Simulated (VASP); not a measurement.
An input for Quantum ESPRESSO's pw.x (written as the equivalent of a VASP run, and not itself run):

```
&CONTROL
  calculation = 'scf'
  pseudo_dir = './pseudo'
  outdir = './out'
  tprnfor = .true.
  tstress = .true.
/
&SYSTEM
  ibrav = 0
  nat = 2
  ntyp = 2
  ecutwfc = 74
  occupations = 'smearing'
  smearing = 'gaussian'
  degauss = 0.003675
  input_dft = 'rpbe'
/
&ELECTRONS
  conv_thr = 7.3e-09
  electron_maxstep = 100
/
ATOMIC_SPECIES
  K 39.098 K.upf
  Cl 35.450 Cl.upf
CELL_PARAMETERS angstrom
     0.0000000    3.2564232    3.2564232
     3.2564232    0.0000000    3.2564232
     3.2564232    3.2564232    0.0000000
ATOMIC_POSITIONS crystal
  K    0.0000000  0.0000000  0.0000000
  Cl   0.5000000  0.5000000  0.5000000
K_POINTS automatic
  7 7 7 0 0 0
```

Question: Translate this input to VASP (INCAR, KPOINTS, POSCAR, choice of POTCAR).

Answer: This is not unique; one that fits is 
KPOINTS:
```
Automatic mesh
0
Gamma
7 7 7
0 0 0
```

**POSCAR**
```
KCl
1
    0.0000000000     3.2564232238     3.2564232238
    3.2564232238     0.0000000000     3.2564232238
    3.2564232238     3.2564232238     0.0000000000
K Cl
1 1
Direct
  0.0000000000   0.0000000000   0.0000000000
  0.5000000000   0.5000000000   0.5000000000
```

INCAR:
```
! general
SYSTEM=KCl
PREC  =Accurate
ENCUT =520
LREAL =.FALSE.   ! projection in real space or not
LASPH =.TRUE.   ! aspherical one-centre terms

! electronic loop
EDIFF =1E-7
NELM  =100   ! most electronic steps
ALGO  =Normal   ! blocked Davidson

! smearing
ISMEAR=0
SIGMA =0.05   ! width (eV)

! functional
GGA   =RP   ! RPBE

! ions
ISIF  =2   ! forces and stress, cell fixed

! output
LWAVE =.FALSE.
LCHARG=.FALSE.
```

POTCAR, in this order: K_sv Cl (PBE.64 set). Program: vasp_std.

The two are equivalent in intent, not identical: the potentials are each code's own (VASP's PAW set, PseudoDojo norm-conserving files in pw.x), so ENCUT and ecutwfc are chosen apart and not converted; conv_thr bounds pw.x's estimated SCF error, while EDIFF bounds the energy change between steps.

The compound is KCl in the rock salt structure. This cell is one point of a volume scan, at 0.97 of the reference volume.
